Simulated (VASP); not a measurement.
Energy against volume of KBr (rock salt). Computed with PBE GGA with D3 dispersion (zero damping), VASP's PBE PAW potentials (set 64) (plane waves; VASP 6.6.1). Numerical set-up: 520 eV cut-off, 7×7×7 Γ-centred mesh, Gaussian smearing of 0.050 eV, potentials K_sv Br.

```json
[
 {"V (Å³/atom)": "35.260", "E (eV/atom)": "-3.31586"},
 {"V (Å³/atom)": "36.385", "E (eV/atom)": "-3.32073"},
 {"V (Å³/atom)": "37.511", "E (eV/atom)": "-3.32226"},
 {"V (Å³/atom)": "38.636", "E (eV/atom)": "-3.32092"}
]
```

### Question
Fit these four points and predict the energy of the run at 39.761 Å³/atom.

### Answer
A cubic in V^(−2/3), the third-order Birch-Murnaghan form, passes through the four points with V0 = 37.52 Å³/atom and B0 = 14 GPa, and gives -3.3171 eV/atom there. The run gave -3.3171 eV/atom, -0.0 meV/atom from the fit; all five points give B0 = 14 GPa.

The compound is KBr in the rock salt structure. It was relaxed first.
